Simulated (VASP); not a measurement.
Given:

```xyz
2
Lattice="3.9339 -2.1641 -0.0133 3.9339 2.1641 -0.0133 2.7554 0.0000 3.5450" Properties=species:S:1:pos:R:3 pbc="T T T"
Sb     2.4934     0.0000     0.8258
Sb     8.1297     0.0000     2.6925
```

Computed with revTPSS meta-GGA, VASP's PBE PAW potentials (set 64) (plane waves; VASP). Numerical set-up: 520 eV cut-off, 12×12×12 Γ-centred mesh, tetrahedra with Blöchl corrections, potentials Sb.

### Question
Give the energies of bands 2 to 8 at the high-symmetry points, in eV from the Fermi level.

### Answer

```csv
band,Γ,T,H2,L,S0,F
2,-4.51,-8.88,-8.87,-9.49,-8.92,-7.74
3,-1.79,-1.10,-4.86,-1.67,-5.18,-5.35
4,-1.59,-1.10,-4.73,-1.52,-2.99,-3.57
5,-1.59,-0.29,-0.46,-0.10,-2.74,-3.50
6,2.39,0.27,0.89,-0.01,3.07,1.63
7,2.96,0.27,4.74,0.38,3.50,5.24
8,2.96,1.19,4.80,0.64,4.18,5.70
```

It has no gap at this level: it comes out as a metal or semimetal.

The compound is Sb in the a7 structure. It was relaxed first.
